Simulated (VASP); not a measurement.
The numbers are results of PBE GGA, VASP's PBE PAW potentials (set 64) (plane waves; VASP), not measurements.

A VASP calculation is set up with these files.

### INCAR
```
# general
SYSTEM = Li
PREC   = Accurate
ENCUT  = 520
LREAL  = .False.
LASPH  = .True.

# electronic loop
EDIFF  = 1E-6
NELM   = 100
ALGO   = Normal

# smearing
ISMEAR = 1
SIGMA  = 0.1

# functional
GGA    = PE

# ions
ISIF   = 2

# output
LWAVE  = .False.
LCHARG = .False.
```

File POSCAR:
```
Li
1
   -1.7799000000     1.7799000000     1.7799000000
    1.7799000000    -1.7799000000     1.7799000000
    1.7799000000     1.7799000000    -1.7799000000
Li
1
Direct
  0.0000000000   0.0000000000   0.0000000000
```

**KPOINTS**
```
Automatic mesh
0
Gamma
13 13 13
0 0 0
```

POTCAR, in this order: Li_sv (PBE.64 set). Program: vasp_std.

The run wrote:

**OSZICAR**
```
       N       E                     dE             d eps       ncg     rms          rms(c)
DAV:   1     0.613552957094E+00    0.61355E+00   -0.73564E+02   845   0.433E+02
DAV:   2    -0.173077039875E+01   -0.23443E+01   -0.22318E+01  1165   0.583E+01
DAV:   3    -0.189508452961E+01   -0.16431E+00   -0.16429E+00  1095   0.101E+01
DAV:   4    -0.189794344164E+01   -0.28589E-02   -0.28589E-02  1090   0.154E+00
DAV:   5    -0.189796810575E+01   -0.24664E-04   -0.24664E-04  1075   0.137E-01    0.281E-01
DAV:   6    -0.189678946464E+01    0.11786E-02   -0.25563E-04  1350   0.121E-01    0.161E-01
DAV:   7    -0.189618560643E+01    0.60386E-03   -0.71380E-04  1635   0.176E-01    0.282E-02
DAV:   8    -0.189618806816E+01   -0.24617E-05   -0.12436E-05   845   0.427E-02    0.785E-03
DAV:   9    -0.189618499766E+01    0.30705E-05   -0.17208E-06   970   0.183E-02    0.733E-04
DAV:  10    -0.189618412007E+01    0.87758E-06   -0.12179E-07   460   0.491E-03
   1 F= -.18961841E+01 E0= -.18961790E+01  d E =-.153865E-04
```

**OUTCAR**
```
------------------------ aborting loop because EDIFF is reached ----------------------------------------
  FORCE on cell =-STRESS in cart. coord.  units (eV):
  Direction    XX          YY          ZZ          XY          YZ          ZX
  --------------------------------------------------------------------------------------
  Total       -0.1859902     -0.1859902     -0.1859902     -0.0000000      0.0000000      0.0000000
  in kB      -13.2115532    -13.2115532    -13.2115532     -0.0000000      0.0000000      0.0000000
  external PRESSURE =     -13.2115532 kB  Pullay stress =       0.0000000 kB
  volume of cell :       22.56
      direct lattice vectors                 reciprocal lattice vectors
    -1.779900000  1.779900000  1.779900000     0.000000000  0.280914658  0.280914658
     1.779900000 -1.779900000  1.779900000     0.280914658  0.000000000  0.280914658
     1.779900000  1.779900000 -1.779900000     0.280914658  0.280914658  0.000000000
 POSITION                                       TOTAL-FORCE (eV/Angst)
 -----------------------------------------------------------------------------------
      0.00000      0.00000      0.00000        -0.000000      0.000000      0.000000
 -----------------------------------------------------------------------------------
    total drift:                               -0.000000      0.000000     -0.000000
  FREE ENERGIE OF THE ION-ELECTRON SYSTEM (eV)
  ---------------------------------------------------
  free  energy   TOTEN  =        -1.8961841201 eV

  energy  without entropy=       -1.8961687336  energy(sigma->0) =       -1.89617899
```
(Selected blocks of OUTCAR.)

The compound is Li in the bcc structure. The cell was not relaxed at this level.
